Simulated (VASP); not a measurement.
The system is ZrC.

```xyz
2
Lattice="0.0000 2.3544 2.3544 2.3544 0.0000 2.3544 2.3544 2.3544 0.0000" Properties=species:S:1:pos:R:3 pbc="T T T"
Zr    2.3544    2.3544    2.3544
C     0.0000    0.0000    0.0000
```

| Item | Value |
| --- | --- |
| Program | VASP 6.6.1 |
| Task | relaxation of cell and atoms |
| Functional | PBEsol |
| Potentials or basis | VASP PAW PBE potentials, release 64 (Zr_sv, C) |
| Cutoff | 600 eV |
| k mesh | 16 × 16 × 16 |
| Occupations | gaussian, width 0.1 eV |
| Spin | no spin polarisation |

At the start: pressure -5.5 GPa; volume 13.05 Å³/atom.

Question: Where does the relaxation end?

Answer: Over 3 steps the energy falls by 5.4 meV/atom and the volume is 12.74 Å³/atom (-2.4 %); space group Fm-3m (No. 225, to 0.05 Å).

Step by step:
| step | energy change (eV) | largest force (eV/Å) | pressure (GPa) | volume (Å³) |
| --- | --- | --- | --- | --- |
| 1 | 0.0000 | 0.0000 | -5.47 | 26.10 |
| 2 | 0.0212 | 0.0000 | 10.45 | 24.46 |
| 3 | -0.0109 | 0.0000 | -0.06 | 25.48 |

Final structure:
```cif
data_structure
_symmetry_space_group_name_H-M 'P 1'
_symmetry_Int_Tables_number 1
_cell_length_a 3.3031
_cell_length_b 3.3031
_cell_length_c 3.3031
_cell_angle_alpha 60.000
_cell_angle_beta 60.000
_cell_angle_gamma 60.000
_cell_volume 25.48
loop_
_atom_site_label
_atom_site_type_symbol
_atom_site_fract_x
_atom_site_fract_y
_atom_site_fract_z
_atom_site_occupancy
Zr1 Zr 0.50000 0.50000 0.50000 1
C1 C 0.00000 0.00000 0.00000 1
```

Caveat: the PAW data sets were made with another functional, which shifts forces and pressure a little.
